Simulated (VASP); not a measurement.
Hf3TiO8:

```xyz
12
Lattice="4.9845 0.0000 0.0000 0.0000 5.0398 0.0000 -0.8573 0.0000 5.0910" Properties=species:S:1:pos:R:3 pbc="T T T"
Ti    0.7695    2.3085    3.6039
Hf    2.9290    4.8284    4.0325
Hf    3.3577    2.7312    1.4870
Hf    1.1982    0.2113    1.0584
O     1.3941    3.7422    4.9819
O     2.3044    1.2223    2.6545
O     2.7331    1.2976    0.1091
O     1.8228    3.8175    2.4364
O     0.0439    1.6669    1.7628
O     4.5120    4.1868    0.7827
O     4.0833    3.3728    3.3282
O    -0.3848    0.8529    4.3082
```

The cell comes from a database or a generator and needn't be the stable form of this composition.

```yaml
Program: VASP 6.6.1
Task: relaxation of cell and atoms
Functional: PBEsol
Potentials_or_basis: VASP PAW PBE potentials, release 64 (Ti_sv, Hf_pv, O)
Cutoff: 600 eV
k_mesh: 5 × 5 × 5
Occupations: gaussian, width 0.02 eV
Spin: no spin polarisation
```

At the start: pressure 7.1 GPa; volume 10.66 Å³/atom.

Q: Where does the relaxation end?

A: Over 25 steps the energy falls by 33.5 meV/atom and the volume is 10.90 Å³/atom (+2.3 %); space group P1 (No. 1, to 0.05 Å).

The path:
| step | energy change (eV) | largest force (eV/Å) | pressure (GPa) | volume (Å³) |
| --- | --- | --- | --- | --- |
| 1 | 0.0000 | 2.1724 | 7.07 | 127.89 |
| 2 | -0.0487 | 0.9876 | -11.27 | 136.80 |
| 3 | -0.2967 | 0.9728 | -3.50 | 132.37 |
| 4 | -0.3458 | 0.8057 | 1.86 | 129.81 |
| 5 | -0.3635 | 0.3372 | -0.03 | 130.64 |
| 6 | -0.3826 | 0.1971 | 0.53 | 130.33 |
| 7 | -0.3853 | 0.2386 | 0.89 | 130.16 |
| 8 | -0.3939 | 0.1225 | -0.65 | 131.01 |
| 9 | -0.3939 | 0.1172 | -0.58 | 130.96 |
| 10 | -0.3977 | 0.1201 | 0.27 | 130.64 |
| 11 | -0.3977 | 0.1135 | 0.23 | 130.65 |
| 12 | -0.3992 | 0.0962 | -0.06 | 130.78 |
| 13 | -0.3993 | 0.0765 | -0.02 | 130.77 |
| 14 | -0.4002 | 0.0567 | -0.04 | 130.80 |
| 15 | -0.4003 | 0.0857 | -0.06 | 130.82 |
| 16 | -0.4009 | 0.0380 | 0.11 | 130.77 |
| 17 | -0.4010 | 0.0438 | 0.11 | 130.76 |
| 18 | -0.4012 | 0.0424 | -0.16 | 130.89 |
| 19 | -0.4012 | 0.0326 | -0.10 | 130.87 |
| 20 | -0.4013 | 0.0197 | 0.02 | 130.81 |
| 21 | -0.4013 | 0.0207 | 0.03 | 130.81 |
| 22 | -0.4014 | 0.0165 | 0.02 | 130.82 |
| 23 | -0.4014 | 0.0176 | 0.02 | 130.82 |
| 24 | -0.4015 | 0.0103 | -0.05 | 130.86 |
| 25 | -0.4015 | 0.0095 | -0.05 | 130.85 |

Final structure:
```cif
data_structure
_symmetry_space_group_name_H-M 'P 1'
_symmetry_Int_Tables_number 1
_cell_length_a 5.0112
_cell_length_b 5.0880
_cell_length_c 5.2051
_cell_angle_alpha 90.507
_cell_angle_beta 99.568
_cell_angle_gamma 90.486
_cell_volume 130.85
loop_
_atom_site_label
_atom_site_type_symbol
_atom_site_fract_x
_atom_site_fract_y
_atom_site_fract_z
_atom_site_occupancy
Ti1 Ti 0.26017 0.44972 0.70606 1
Hf1 Hf 0.71555 0.95537 0.78916 1
Hf2 Hf 0.72115 0.54040 0.29147 1
Hf3 Hf 0.28188 0.04197 0.21092 1
O1 O 0.43877 0.72845 0.96975 1
O2 O 0.54809 0.25079 0.52800 1
O3 O 0.55788 0.24997 0.02215 1
O4 O 0.45313 0.76041 0.47774 1
O5 O 0.07538 0.33736 0.35128 1
O6 O 0.92590 0.83939 0.15495 1
O7 O 0.94849 0.66679 0.65922 1
O8 O 0.07362 0.17938 0.83931 1
```

Caveat: the PAW data sets were made with another functional, which shifts forces and pressure a little.
